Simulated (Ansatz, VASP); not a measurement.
# W (W(100) slab) in two plane-wave programs

Aim: how closely do two programs agree when they are given the same cell, functional and k mesh? The cell is taken from a series of runs on this material, whose earlier steps may have relaxed, scaled, displaced or heated it; both programs get it as it stands.

Calculated with Ansatz 0.2.0; plane waves, with VASP 6.6.1 beside it; PBEsol.

## Step 1: Set-up

The cell holds 32 atoms: 32 W. Its edges and angles: a = 6.370 Å, b = 6.370 Å, c = 26.148 Å, α = 90.0°, β = 90.0°, γ = 90.0°. It derives from W. Slab of W cut on (1 0 0), 11.1 A thick, 2 x 2 surface cells, both faces free; (so at first; earlier steps may have moved the atoms). Lattice constants are starting values near those of PBE. Vacuum lies along c.

## Step 2: VASP: single point, PBEsol

With cell and atoms fixed, the geometry can't cause a difference; cores, projectors, grids and the points listed under the comparison can.

Lines of VASP's logs that name or quote its potential files are left out, and so is its time.

INCAR

```
SYSTEM = W
PREC = Accurate
ENCUT = 520
EDIFF = 1E-06
NELM = 120
ISMEAR = -1
SIGMA = 0.1
LREAL = Auto
ALGO = Normal
GGA = PS
NBANDS = 120
LASPH = .TRUE.
LORBIT = 11
LWAVE = .FALSE.
LCHARG = .FALSE.
ISIF = 2
GGA_COMPAT = .FALSE.
KPAR = 4
```

POSCAR

```
W
1.0
    6.3700000000      0.0000000000      0.0000000000
    0.0000000000      6.3700000000      0.0000000000
    0.0000000000      0.0000000000     26.1475000000
W
32
Direct
    0.2500000000      0.2500000000      0.2930100000
    0.0000000000      1.0000000000      0.3468100000
    0.2500000000      0.2500000000      0.4096000000
    0.0000000000      1.0000000000      0.4692700000
    0.2500000000      0.2500000000      0.5307300000
    0.0000000000      1.0000000000      0.5904000000
    0.2500000000      0.2500000000      0.6531900000
    0.0000000000      1.0000000000      0.7069900000
    0.2500000000      0.7500000000      0.2930100000
    0.0000000000      0.5000000000      0.3468100000
    0.2500000000      0.7500000000      0.4096000000
    0.0000000000      0.5000000000      0.4692700000
    0.2500000000      0.7500000000      0.5307300000
    0.0000000000      0.5000000000      0.5904000000
    0.2500000000      0.7500000000      0.6531900000
    0.0000000000      0.5000000000      0.7069900000
    0.7500000000      0.2500000000      0.2930100000
    0.5000000000      1.0000000000      0.3468100000
    0.7500000000      0.2500000000      0.4096000000
    0.5000000000      1.0000000000      0.4692700000
    0.7500000000      0.2500000000      0.5307300000
    0.5000000000      1.0000000000      0.5904000000
    0.7500000000      0.2500000000      0.6531900000
    0.5000000000      1.0000000000      0.7069900000
    0.7500000000      0.7500000000      0.2930100000
    0.5000000000      0.5000000000      0.3468100000
    0.7500000000      0.7500000000      0.4096000000
    0.5000000000      0.5000000000      0.4692700000
    0.7500000000      0.7500000000      0.5307300000
    0.5000000000      0.5000000000      0.5904000000
    0.7500000000      0.7500000000      0.6531900000
    0.5000000000      0.5000000000      0.7069900000
```

KPOINTS

```
Automatic mesh
0
Gamma
6 6 1
0 0 0
```

The projector-augmented-wave data sets are W (PBE family, release 64).

On the command line:

```sh
mpirun -np 4 vasp_std
```

Numbers of over 12 decimals in the logs are rounded to 6 here.

The program printed:

```text
[banner, memory and clock lines left out]
running    4 mpi-ranks, on    1 nodes
[...]
|                                                                             |
|               ----> ADVICE to this user running VASP <----                  |
|                                                                             |
|     You enforced a specific xc type in the INCAR file but a different       |
|     [... a line on the potential file left out ...]
|     I HOPE YOU KNOW WHAT YOU ARE DOING!                                     |
|                                                                             |

 LDA part: xc-table for (Slater+PW92), standard interpolation
 POSCAR, INCAR and KPOINTS ok, starting setup
[...]
entering main loop
       N       E                     dE             d eps       ncg     rms          rms(c)
DAV:   1     0.949637369406E+03    0.94964E+03   -0.75418E+04  2400   0.132E+03
DAV:   2    -0.301894241482E+03   -0.12515E+04   -0.11786E+04  3144   0.300E+02
DAV:   3    -0.441604188960E+03   -0.13971E+03   -0.13377E+03  3320   0.884E+01
DAV:   4    -0.451906756883E+03   -0.10303E+02   -0.10018E+02  3768   0.208E+01
[...]
DAV:  29    -0.422069155017E+03   -0.74672E-05   -0.10341E-06  1800   0.225E-03    0.472E-03
DAV:  30    -0.422069160227E+03   -0.52102E-05   -0.88893E-07  1776   0.253E-03    0.213E-03
DAV:  31    -0.422069160348E+03   -0.12077E-06   -0.33589E-07  1592   0.193E-03
   1 F= -.42206916E+03 E0= -.42161977E+03  d E =-.898771E+00
```

Parts of OUTCAR (step 2):

```text
  Total      -50.7071696    -50.7071696    -33.4001654      0.0000000     -0.0000000      0.0000000
  in kB      -76.5721631    -76.5721631    -50.4371065      0.0000000     -0.0000000      0.0000000
  external PRESSURE =     -67.8604775 kB  Pullay stress =       0.0000000 kB

 POSITION                                       TOTAL-FORCE (eV/Angst)
 -----------------------------------------------------------------------------------
      1.59250      1.59250      7.66148        -0.000000     -0.000000      0.843342
      0.00000      0.00000      9.06821        -0.000000      0.000000     -0.127922
      1.59250      1.59250     10.71002        -0.000000     -0.000000      0.031136
      0.00000      0.00000     12.27024         0.000000      0.000000     -0.037650
      1.59250      1.59250     13.87726        -0.000000      0.000000      0.037650
      0.00000      0.00000     15.43748        -0.000000      0.000000     -0.031136
      1.59250      1.59250     17.07929         0.000000     -0.000000      0.127922
      0.00000      0.00000     18.48602         0.000000      0.000000     -0.843342
      1.59250      4.77750      7.66148         0.000000      0.000000      0.843342
      0.00000      3.18500      9.06821        -0.000000      0.000000     -0.127922
      1.59250      4.77750     10.71002         0.000000     -0.000000      0.031136
      0.00000      3.18500     12.27024         0.000000     -0.000000     -0.037650
      1.59250      4.77750     13.87726        -0.000000     -0.000000      0.037650
      0.00000      3.18500     15.43748         0.000000     -0.000000     -0.031136
[...]
-----------------------------------------------------------------------------------
    total drift:                                0.000000      0.000000     -0.000000

  FREE ENERGIE OF THE ION-ELECTRON SYSTEM (eV)
  ---------------------------------------------------
  free  energy   TOTEN  =      -422.0691603479 eV

  energy  without entropy=     -421.1703893626  energy(sigma->0) =     -421.61977486

[... 3 further parts left out ...]
[key lines of the parts left out:]
E-fermi :   1.4595
```

## Step 3: Ansatz: single point, PBEsol

Ansatz runs on its default PAW (the set named soft_2) files.

The same cell, functional, mesh and smearing now go to Ansatz, which takes its cutoff from its data sets.

input.yaml

```yaml
crystal:
  lattice:
    - [6.37, 0.0, 0.0]
    - [0.0, 6.37, 0.0]
    - [0.0, 0.0, 26.1475]
  atoms:
    - { symbol: W, position: [0.25, 0.25, 0.29301] }
    - { symbol: W, position: [0.0, 1.0, 0.34681] }
    - { symbol: W, position: [0.25, 0.25, 0.4096] }
    - { symbol: W, position: [1.0, 0.0, 0.46927] }
    - { symbol: W, position: [0.25, 0.25, 0.53073] }
    - { symbol: W, position: [0.0, 1.0, 0.5904] }
    - { symbol: W, position: [0.25, 0.25, 0.65319] }
    - { symbol: W, position: [0.0, 0.0, 0.70699] }
    - { symbol: W, position: [0.25, 0.75, 0.29301] }
    - { symbol: W, position: [0.0, 0.5, 0.34681] }
    - { symbol: W, position: [0.25, 0.75, 0.4096] }
    - { symbol: W, position: [1.0, 0.5, 0.46927] }
    - { symbol: W, position: [0.25, 0.75, 0.53073] }
    - { symbol: W, position: [0.0, 0.5, 0.5904] }
    - { symbol: W, position: [0.25, 0.75, 0.65319] }
    - { symbol: W, position: [0.0, 0.5, 0.70699] }
    - { symbol: W, position: [0.75, 0.25, 0.29301] }
    - { symbol: W, position: [0.5, 1.0, 0.34681] }
    - { symbol: W, position: [0.75, 0.25, 0.4096] }
    - { symbol: W, position: [0.5, 1.0, 0.46927] }
    - { symbol: W, position: [0.75, 0.25, 0.53073] }
    - { symbol: W, position: [0.5, 0.0, 0.5904] }
    - { symbol: W, position: [0.75, 0.25, 0.65319] }
    - { symbol: W, position: [0.5, 0.0, 0.70699] }
    - { symbol: W, position: [0.75, 0.75, 0.29301] }
    - { symbol: W, position: [0.5, 0.5, 0.34681] }
    - { symbol: W, position: [0.75, 0.75, 0.4096] }
    - { symbol: W, position: [0.5, 0.5, 0.46927] }
    - { symbol: W, position: [0.75, 0.75, 0.53073] }
    - { symbol: W, position: [0.5, 0.5, 0.5904] }
    - { symbol: W, position: [0.75, 0.75, 0.65319] }
    - { symbol: W, position: [0.5, 0.5, 0.70699] }
kpoints:
  mp_grid: { grid: [6, 6, 1] }
hamiltonian:
  xc: pbesol
scf:
  occupations: { method: fermi_dirac, width: 0.1 }
output:
  forces: true
```

On the command line:

```sh
ansatz run input.yaml --threads 6 --pin off --max-ram 102400MiB --backend cuda --events-out ev --progress --plain --runs-dir out
```

The program printed:

```text
Engine: ansatz 0.2.0, x86_64-unknown-linux-gnu
Pseudopotentials: kind: paw
Pseudopotential: W, paw, valence charge 14, recommended cutoff 420 eV (normal), W.paw.azcp
Functional definition: PBEsol
  exchange = pbesol_x
  correlation = pbesol_c
concurrent solve slots: 5 of 6 are kept, ahead of what memory takes: no pass of the eigensolver takes more rounds on 5
device memory: the entry about to start is reckoned to put 14.8 GiB on a device that reports 71.0 GiB free
GPU FFT provider: cuFFT
GPU libraries: cuBLAS 13.8.2, cuFFT 12.4.0, cuSOLVER 12.3.4
Crystal: 32 atoms, lattice volume = 1060.984 Å³
Basis set: ecut = 420 eV, 20707 PW (Γ), exchange–correlation on 90×90×360 points (8 copies of the dense FFT grid, shifted against one another)
Bands: 269, of which v1, the nominal top of the filled ones, is band 224 counted from 1 (223 counted from 0)
Symmetry: 64 space group operations
Space group: P4/nmm (ITA 129), of the structure as read, at distance tolerance 1.0e-4 Å
k-points: 10 of 36
Non-local potential: W, projectors of the file, l = 0: 3, l = 1: 2, l = 2: 2, l = 3: 1
PAW form: soft (Blöchl's): semilocal exchange-correlation on the pseudo side does not see the compensation charge
PAW frozen core: W, regenerated for the run's functional, and the local potential with it (the file was generated under x = pbe(κ = 0.804, μ = 0.219515), c = pbe(β = 0.066725))
PAW one-centre angular grid: W, 590 points (default); XC on 64 Gauss nodes
Initial density: superposition of atomic densities (neutral atoms: chi_scale 0, normalization atom), corrected by the library's trained network
Initial wavefunctions: pseudopotential atomic-orbital guess
GPU buffer pool allocated for 364500 grid points (all kernels)
GPU transforms: local potential and band sums: pruned to the plane-wave sphere, on 45×45×180
Functional: x = pbesol(κ = 0.804, μ = 0.123457), c = pbesol(β = 0.046)
SCF iter   1: F=—  HF=-328188.397282 eV  |F-HF|=—  |Δ(HF+E_count)|=         —  Δρ=6.09e-3  dr2=4.49e0  ethr=1.77e-3  ⟨swp⟩=9.7  Hψ=13659  notcnv=0
preconditioner: auto → LDOS  [metal: Δε(μ)=0.013 eV  Ē_g=4.606 eV  σ=0.100 eV  W_gap=0.03  n_scr=246 (ndim 8)  ℏωp=15.8 eV  f_vac=0.452  D(μ)=26.78/eV (n_scr^D=156)  β→1.0]
SCF iter   2: F=—  HF=-328188.258841 eV  |F-HF|=—  |Δ(HF+E_count)|=   1.38e-1  Δρ=3.55e-3  dr2=5.15e-1  ethr=1.00e-3  ⟨swp⟩=3.0  Hψ=4035  notcnv=0
SCF iter   3: F=—  HF=-328188.220797 eV  |F-HF|=—  |Δ(HF+E_count)|=   3.80e-2  Δρ=1.41e-3  dr2=9.35e-2  ethr=1.15e-4  ⟨swp⟩=2.2  Hψ=4067  notcnv=0
SCF iter   4: F=—  HF=-328188.216434 eV  |F-HF|=—  |Δ(HF+E_count)|=   4.36e-3  Δρ=2.43e-4  dr2=1.06e-3  ethr=2.09e-5  ⟨swp⟩=2.0  Hψ=3602  notcnv=0
SCF iter   5: F=—  HF=-328188.210049 eV  |F-HF|=—  |Δ(HF+E_count)|=   6.38e-3  Δρ=9.46e-5  dr2=1.43e-4  ethr=2.37e-7  ⟨swp⟩=3.0  Hψ=5096  notcnv=0
SCF iter   6: F=—  HF=-328188.210075 eV  |F-HF|=—  |Δ(HF+E_count)|=   2.59e-5  Δρ=3.14e-5  dr2=1.42e-5  ethr=3.20e-8  ⟨swp⟩=2.1  Hψ=3841  notcnv=0
SCF iter   7: F=—  HF=-328188.213021 eV  |F-HF|=—  |Δ(HF+E_count)|=   2.95e-3  Δρ=8.35e-6  dr2=1.51e-6  ethr=3.17e-9  ⟨swp⟩=3.3  Hψ=5133  notcnv=0
SCF iter   8: F=—  HF=-328188.213022 eV  |F-HF|=—  |Δ(HF+E_count)|=   9.07e-7  Δρ=2.74e-6  dr2=3.51e-7  ethr=3.36e-10  ⟨swp⟩=2.8  Hψ=4382  notcnv=0
SCF iter   9: F=-328188.213022 eV  HF=-328188.213022 eV  |F-HF|=5.30e-9  |Δ(HF+E_count)|=   4.88e-8  Δρ=1.04e-6  dr2=2.99e-8  ethr=2.23e-11  ⟨swp⟩=5.4  Hψ=8982  notcnv=0
SCF 1 converged in 9 iterations: F = -328188.213022 eV  dr2 = 2.99e-8
  greatest PAW one-centre occupation: 1.000 electrons in one spin orbital (limit 2), on the W atom at site 30 (counted from 0), in its partial waves of l = 0
SCF converged after 9 iterations
Free energy (F): -328188.213022 eV
Harris-Foulkes:  -328188.213022 eV  (|F-HF|=5.30e-9)
Internal energy: -328187.313110 eV  (E = F + TS)
E sigma→0 (E₀):  -328187.763066 eV
Entropy (-TS):   -0.899912 eV (-28.122 meV/atom)
Fermi energy:    8.550546 eV
--- Per-component energies (eV) ---
  E_band       = -8770.474453
  E_kinetic    = 14354.854281
  E_local      = -550032.827685  (includes V_loc(G=0)·N_el)
  E_nonlocal   = 122.434330
  E_hartree    = 269222.911592
  E_xc         = -8452.364831
  E_vxc        = -7591.495692  (∫ρ·V_xc dr)
  E_paw        = -269955.827149  (= ΣΔE_a)
  E_vpaw       = -4069.377543  (= ΣTr[D̂ρ^β])
  E_aug_tail   = -0.001978  (compensation charges beyond the density's cutoff)
  E_ewald      = 216546.410979
  E_core_change = 7.097350  (= ΣΔE_core)
  E_smearing   = -0.899912  (= −TS)
  E_closure    = 0.000000  (closes the sum)
  Σ components = -328188.213022   (vs F -328188.213022, Δ=0.00e0)
--- Forces (eV/Å), atoms counted from 1 ---
  atom   1  W      0.00000000     0.00000000     0.57972776
  atom   2  W     -0.00000000    -0.00000000    -0.01218847
  atom   3  W      0.00000000    -0.00000000    -0.02269521
  atom   4  W     -0.00000000    -0.00000000    -0.00843970
  atom   5  W      0.00000000     0.00000000     0.00843970
  atom   6  W      0.00000000    -0.00000000     0.02269521
  atom   7  W      0.00000000     0.00000000     0.01218847
  atom   8  W      0.00000000    -0.00000000    -0.57972776
  atom   9  W      0.00000000    -0.00000000     0.57972776
  atom  10  W      0.00000000    -0.00000000    -0.01218847
  atom  11  W      0.00000000    -0.00000000    -0.02269521
  atom  12  W      0.00000000     0.00000000    -0.00843970
  atom  13  W     -0.00000000     0.00000000     0.00843970
  atom  14  W      0.00000000    -0.00000000     0.02269521
  atom  15  W      0.00000000    -0.00000000     0.01218847
  atom  16  W      0.00000000    -0.00000000    -0.57972776
  atom  17  W      0.00000000     0.00000000     0.57972776
  atom  18  W     -0.00000000     0.00000000    -0.01218847
  atom  19  W      0.00000000    -0.00000000    -0.02269521
  atom  20  W     -0.00000000     0.00000000    -0.00843970
  atom  21  W      0.00000000     0.00000000     0.00843970
  atom  22  W      0.00000000     0.00000000     0.02269521
  atom  23  W     -0.00000000     0.00000000     0.01218847
  atom  24  W     -0.00000000     0.00000000    -0.57972776
  atom  25  W     -0.00000000    -0.00000000     0.57972776
  atom  26  W     -0.00000000     0.00000000    -0.01218847
  atom  27  W     -0.00000000     0.00000000    -0.02269521
  atom  28  W     -0.00000000    -0.00000000    -0.00843970
  atom  29  W      0.00000000    -0.00000000     0.00843970
  atom  30  W      0.00000000    -0.00000000     0.02269521
  atom  31  W     -0.00000000    -0.00000000     0.01218847
  atom  32  W      0.00000000    -0.00000000    -0.57972776
  max |Σ_I F_I| component: 1.11e-16 eV/Å
```

## Step 4: Differences

Known differences besides the potentials themselves: the data sets hold 448 valence electrons in Ansatz (on its default PAW (the set named soft_2) files) and 192 in VASP; the cutoff is 420 eV in Ansatz and 520 eV in VASP (PREC = Accurate, projectors in real space); Ansatz makes its cores anew for this functional, VASP keeps those of its PBE data sets. Total energies have different zeros and are not compared.

Forces on 7 of the 32 atoms, those with the largest forces and the largest differences (eV/Å; atoms numbered as in POSCAR):

```csv
atom,"Ansatz x, y, z","VASP x, y, z"
W1,"0.000, 0.000, 0.580","0.000, 0.000, 0.843"
W8,"0.000, 0.000, -0.580","0.000, 0.000, -0.843"
W9,"0.000, 0.000, 0.580","0.000, 0.000, 0.843"
W16,"0.000, 0.000, -0.580","0.000, 0.000, -0.843"
W24,"0.000, 0.000, -0.580","0.000, 0.000, -0.843"
W25,"0.000, 0.000, 0.580","0.000, 0.000, 0.843"
W32,"0.000, 0.000, -0.580","0.000, 0.000, -0.843"
```

The forces differ by 85 meV/Å r.m.s., which is 34.5 % of the r.m.s. force of 0.247 eV/Å (both taken over all components). Where the cell holds vacuum, a pressure given here is an average over it and none of the material.

## Step 5: Results

| Item | Value |
| --- | --- |
| r.m.s. force difference (single point, PBEsol) | 34 % of the r.m.s. force |

What this shows: The r.m.s. force difference is 34 % of the r.m.s. force (single point, PBEsol), beyond the 3 % picked in this series as the mark of a large difference. The data sets hold unlike numbers of valence electrons (448 in Ansatz and 192 in VASP), so part of the differences may come from the potentials. What causes the difference of the single point, PBEsol pair stays open here. Such differences can come from data sets, numerical settings and the points named under the comparisons, not from the functional's error against experiment.

[Lines on the potential files, build, host, timing and source positions are cut from VASP's logs without a mark.]

[Logs are printed without paths, hosts, clocks, repeated set-up lines and the standing remarks that a program may print on its own settings, such as how far it seeks lower states.]

[Hosts, paths, dates, database ids (printed as entryN), source tags and the programs' standing remarks are cut or masked in the printed files.]
